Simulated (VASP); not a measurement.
Output of a VASP run:

File OUTCAR:
```
 ion  position               nearest neighbor table
   1  0.000  0.000  0.000-   2 2.16   2 2.16   2 2.16   2 2.16   2 2.16   2 2.16
   2  0.500  0.500  0.500-   1 2.16   1 2.16   1 2.16   1 2.16   1 2.16   1 2.16
  LATTYP: Found a face centered cubic cell.
 ALAT       =     4.3200000000
 Subroutine PRICEL returns:
 Original cell was already a primitive cell.
 Subroutine GETGRP returns: Found 48 space group operations
The static configuration has the point symmetry O_h .
The dynamic configuration has the point symmetry O_h .
The overall configuration has the point symmetry O_h .
 Subroutine INISYM returns: Found 48 space group operations
 Subroutine IBZKPT returns following result:
 Found     84 irreducible k-points:

 Following reciprocal coordinates:
            Coordinates               Weight
  0.000000  0.000000  0.000000      1.000000
  0.076923  0.000000  0.000000      8.000000
  0.153846  0.000000  0.000000      8.000000
  0.230769  0.000000  0.000000      8.000000
  0.307692  0.000000  0.000000      8.000000
  0.384615  0.000000  0.000000      8.000000
  0.461538  0.000000  0.000000      8.000000
  0.076923  0.076923  0.000000      6.000000
  0.153846  0.076923  0.000000     24.000000
  0.230769  0.076923  0.000000     24.000000
  0.307692  0.076923  0.000000     24.000000
  0.384615  0.076923  0.000000     24.000000
  0.461538  0.076923  0.000000     24.000000
 -0.461538  0.076923  0.000000     24.000000
 -0.384615  0.076923  0.000000     24.000000
 -0.307692  0.076923  0.000000     24.000000
 -0.230769  0.076923  0.000000     24.000000
 -0.153846  0.076923  0.000000     24.000000
 -0.076923  0.076923  0.000000     12.000000
  0.153846  0.153846  0.000000      6.000000
  0.230769  0.153846  0.000000     24.000000
  0.307692  0.153846  0.000000     24.000000
  0.384615  0.153846  0.000000     24.000000
  0.461538  0.153846  0.000000     24.000000
 -0.461538  0.153846  0.000000     24.000000
 -0.384615  0.153846  0.000000     24.000000
 -0.307692  0.153846  0.000000     24.000000
 -0.230769  0.153846  0.000000     24.000000
 -0.153846  0.153846  0.000000     12.000000
  0.230769  0.230769  0.000000      6.000000
  0.307692  0.230769  0.000000     24.000000
  0.384615  0.230769  0.000000     24.000000
  0.461538  0.230769  0.000000     24.000000
 -0.461538  0.230769  0.000000     24.000000
 -0.384615  0.230769  0.000000     24.000000
 -0.307692  0.230769  0.000000     24.000000
 -0.230769  0.230769  0.000000     12.000000
  0.307692  0.307692  0.000000      6.000000
  0.384615  0.307692  0.000000     24.000000
  0.461538  0.307692  0.000000     24.000000
   k-points           NKPTS =     84   k-points in BZ     NKDIM =     84   number of bands    NBANDS=     12
   number of dos      NEDOS =    301   number of ions     NIONS =      2
   total plane-waves  NPLWV =  13824
   dimension x,y,z NGX =    24 NGY =   24 NGZ =   24
   dimension x,y,z NGXF=    48 NGYF=   48 NGZF=   48
   ions per type =               1   1
   PREC   = accura    normal or accurate (medium, high low for compatibility)
   ISTART =      0    job   : 0-new  1-cont  2-samecut
   ICHARG =      2    charge: 1-file 2-atom 10-const
   ISPIN  =      2    spin polarized calculation?
   LNONCOLLINEAR =      F non collinear calculations
   LSORBIT =      F    spin-orbit coupling
   INIWAV =      1    electr: 0-lowe 1-rand  2-diag
   ENCUT  =  520.0 eV  38.22 Ry    6.18 a.u.   5.68  5.68  5.68*2*pi/ulx,y,z
   NELM   =    100;   NELMIN=  2; NELMDL= -5     # of ELM steps
   EDIFF  = 0.1E-05   stopping-criterion for ELM
   LREAL  =      F    real-space projection
   NLSPLINE    = F    spline interpolate recip. space projectors
   LMAXMIX     =    4 max onsite mixed and CHGCAR
   VOSKOWN=      0    Vosko Wilk Nusair interpolation
   EDIFFG = -.1E-01   stopping-criterion for IOM
   NSW    =     60    number of steps for IOM
   NBLOCK =      1;   KBLOCK =     60    inner block; outer block
...
```

File OSZICAR:
```
...
DAV:  14    -0.198244723110E+02    0.12894E-05   -0.30907E-08  2016   0.297E-03    0.313E-04
DAV:  15    -0.198244727437E+02   -0.43275E-06   -0.76086E-09  2016   0.151E-03
   3 F= -.19824473E+02 E0= -.19824108E+02  d E =-.470022E+00  mag=     0.0000
       N       E                     dE             d eps       ncg     rms          rms(c)
DAV:   1    -0.198280957621E+02   -0.36235E-02   -0.37561E-02  4200   0.393E+00    0.554E-01
DAV:   2    -0.198316257471E+02   -0.35300E-02   -0.78756E-02  4632   0.560E+00    0.728E-01
DAV:   3    -0.198246921312E+02    0.69336E-02   -0.31176E-02  4488   0.346E+00    0.102E-01
DAV:   4    -0.198245880651E+02    0.10407E-03   -0.36400E-04  4304   0.226E-01    0.249E-02
DAV:   5    -0.198245630616E+02    0.25004E-04   -0.29737E-05  5072   0.863E-02    0.114E-02
DAV:   6    -0.198245849533E+02   -0.21892E-04   -0.13219E-05  4192   0.397E-02    0.455E-03
DAV:   7    -0.198245788385E+02    0.61148E-05   -0.14597E-06  3632   0.151E-02    0.221E-03
DAV:   8    -0.198245840557E+02   -0.52172E-05   -0.74473E-07  2024   0.166E-02    0.269E-03
DAV:   9    -0.198245791083E+02    0.49474E-05   -0.55982E-07  2016   0.154E-02    0.590E-04
DAV:  10    -0.198245801130E+02   -0.10048E-05   -0.44219E-08  2016   0.374E-03    0.186E-04
DAV:  11    -0.198245798923E+02    0.22075E-06   -0.44716E-09  2016   0.817E-04
   4 F= -.19824580E+02 E0= -.19824209E+02  d E =-.470129E+00  mag=     0.0000
       N       E                     dE             d eps       ncg     rms          rms(c)
DAV:   1    -0.198255558643E+02   -0.97575E-03   -0.10468E-02  4208   0.208E+00    0.290E-01
DAV:   2    -0.198265095422E+02   -0.95368E-03   -0.21732E-02  4656   0.293E+00    0.380E-01
DAV:   3    -0.198246044153E+02    0.19051E-02   -0.85477E-03  4488   0.181E+00    0.557E-02
DAV:   4    -0.198245723019E+02    0.32113E-04   -0.10255E-04  4304   0.124E-01    0.127E-02
DAV:   5    -0.198245838764E+02   -0.11574E-04   -0.81904E-06  4976   0.439E-02    0.615E-03
DAV:   6    -0.198245771351E+02    0.67413E-05   -0.35410E-06  4128   0.206E-02    0.219E-03
DAV:   7    -0.198245812193E+02   -0.40842E-05   -0.26248E-07  2024   0.714E-03    0.125E-03
DAV:   8    -0.198245784278E+02    0.27915E-05   -0.24482E-07  2016   0.987E-03    0.142E-03
DAV:   9    -0.198245812272E+02   -0.27993E-05   -0.15435E-07  2016   0.819E-03    0.303E-04
DAV:  10    -0.198245806966E+02    0.53057E-06   -0.16560E-08  2016   0.225E-03
   5 F= -.19824581E+02 E0= -.19824214E+02  d E =-.804307E-06  mag=    -0.0000
       N       E                     dE             d eps       ncg     rms          rms(c)
DAV:   1    -0.198248312579E+02   -0.25003E-03   -0.25158E-03  4208   0.102E+00    0.143E-01
DAV:   2    -0.198250629133E+02   -0.23166E-03   -0.52435E-03  4656   0.144E+00    0.187E-01
DAV:   3    -0.198246063145E+02    0.45660E-03   -0.20647E-03  4488   0.890E-01    0.268E-02
DAV:   4    -0.198245995203E+02    0.67942E-05   -0.24444E-05  4288   0.592E-02    0.641E-03
DAV:   5    -0.198245936451E+02    0.58753E-05   -0.18259E-06  2968   0.226E-02    0.260E-03
DAV:   6    -0.198245990283E+02   -0.53833E-05   -0.13870E-06  2440   0.137E-02    0.152E-03
DAV:   7    -0.198245964205E+02    0.26078E-05   -0.23765E-07  2016   0.523E-03    0.521E-04
DAV:   8    -0.198245976953E+02   -0.12748E-05   -0.37977E-08  2016   0.312E-03    0.514E-04
DAV:   9    -0.198245964792E+02    0.12161E-05   -0.28036E-08  2016   0.324E-03    0.170E-04
DAV:  10    -0.198245966313E+02   -0.15219E-06   -0.66299E-09  2016   0.133E-03
   6 F= -.19824597E+02 E0= -.19824228E+02  d E =-.167390E-04  mag=    -0.0000
```

File OUTCAR:
```
------------------------ aborting loop because EDIFF is reached ----------------------------------------
  FORCE on cell =-STRESS in cart. coord.  units (eV):
  Direction    XX          YY          ZZ          XY          YZ          ZX
  --------------------------------------------------------------------------------------
  Total        0.0005679      0.0005679      0.0005679     -0.0000000      0.0000000     -0.0000000
  in kB        0.0551003      0.0551003      0.0551003     -0.0000000      0.0000000     -0.0000000
  external PRESSURE =       0.0551003 kB  Pullay stress =       0.0000000 kB
  volume of cell :       16.51
      direct lattice vectors                 reciprocal lattice vectors
    -0.000000000  2.021165122  2.021165122    -0.247382064  0.247382064  0.247382064
     2.021165122 -0.000000000  2.021165122     0.247382064 -0.247382064  0.247382064
     2.021165122  2.021165122  0.000000000     0.247382064  0.247382064 -0.247382064
 POSITION                                       TOTAL-FORCE (eV/Angst)
 -----------------------------------------------------------------------------------
      0.00000      0.00000      0.00000         0.000000     -0.000000      0.000000
      2.02117      2.02117      2.02117        -0.000000      0.000000     -0.000000
 -----------------------------------------------------------------------------------
    total drift:                                0.000000     -0.000000     -0.000000
  FREE ENERGIE OF THE ION-ELECTRON SYSTEM (eV)
  ---------------------------------------------------
  free  energy   TOTEN  =       -19.8245966313 eV

  energy  without entropy=      -19.8234903468  energy(sigma->0) =      -19.82422787

 total charge

# of ion       s       p       d       tot
------------------------------------------
    1        0.508   0.707   8.397   9.612
    2        0.905   1.415   0.000   2.320
--------------------------------------------------
tot          1.413   2.122   8.397  11.932

 magnetization (x)

# of ion       s       p       d       tot
------------------------------------------
    1        0.000   0.000   0.000   0.000
    2        0.000  -0.000   0.000  -0.000
--------------------------------------------------
tot          0.000   0.000   0.000   0.000

 reached required accuracy - stopping structural energy minimisation
```
(Selected blocks of OUTCAR.)

### POSCAR
```
NiC
1
    0.0000000000     2.1600000000     2.1600000000
    2.1600000000     0.0000000000     2.1600000000
    2.1600000000     2.1600000000     0.0000000000
Ni C
1 1
Direct
  0.0000000000   0.0000000000   0.0000000000
  0.5000000000   0.5000000000   0.5000000000
```

Q: Write an INCAR and KPOINTS that could have produced this output.

A: One answer among several that fit: the input of the run itself, r2SCAN meta-GGA, plane waves, VASP's PBE PAW potentials (set 64).

INCAR:
```
ALGO = Normal
EDIFF = 1E-6
EDIFFG = -0.01
ENCUT = 520
IBRION = 2
ISIF = 3
ISMEAR = 1
ISPIN = 2
LASPH = .True.
LCHARG = .False.
LMAXMIX = 4
LMIXTAU = .True.
LORBIT = 10
LREAL = .False.
LWAVE = .False.
MAGMOM = 2.0 0.0
METAGGA = R2SCAN
NELM = 100
NSW = 60
PREC = Accurate
SIGMA = 0.1
SYSTEM = NiC
```

### KPOINTS
```
Automatic mesh
0
Gamma
13 13 13
0 0 0
```

POTCAR, in this order: Ni C (PBE.64 set). Program: vasp_std.

Energy and stress use the plane-wave basis of the starting cell.

The structure was generated: NiC was put into the rock salt type (Fm-3m), which need not be its known phase. This run relaxes it. Symmetry was kept, so distortions that lower it aren't found.
